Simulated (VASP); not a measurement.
Consider the following.

```
CELL_PARAMETERS angstrom
      2.97466     0.00000     0.00000
      0.00000     2.97466     0.00000
      0.00000     0.00000     2.97466
ATOMIC_POSITIONS crystal
  Ru 0.00000 0.00000 0.00000
  Al 0.50000 0.50000 0.50000
```

Computed with PBEsol GGA, VASP's PBE PAW potentials (set 64) (plane waves; VASP). Run with 400 eV cut-off, Gaussian smearing of 0.050 eV, potentials Ru_pv Al.

### Question
Give the energies of bands 4 to 11 at the high-symmetry points, in eV from the Fermi level.

### Answer

| band | Γ | X | M | R |
|---|---|---|---|---|
| 4 | -9.77 | -5.93 | -6.11 | -4.71 |
| 5 | -3.66 | -5.48 | -3.14 | -4.71 |
| 6 | -3.66 | -2.84 | -1.36 | -4.71 |
| 7 | 0.22 | -1.61 | -1.36 | 1.69 |
| 8 | 0.22 | -1.61 | -1.17 | 1.69 |
| 9 | 0.22 | 0.48 | -1.17 | 2.73 |
| 10 | 6.17 | 2.37 | 1.59 | 4.16 |
| 11 | 6.17 | 7.46 | 5.41 | 4.16 |

It has no gap at this level: it comes out as a metal or semimetal.

The structure was generated: RuAl was put into the CsCl type type (Pm-3m), which need not be its known phase. It was relaxed first, which changed the volume by -37 %. The electron count is odd and the run is not spin-polarised, which forces a metal.
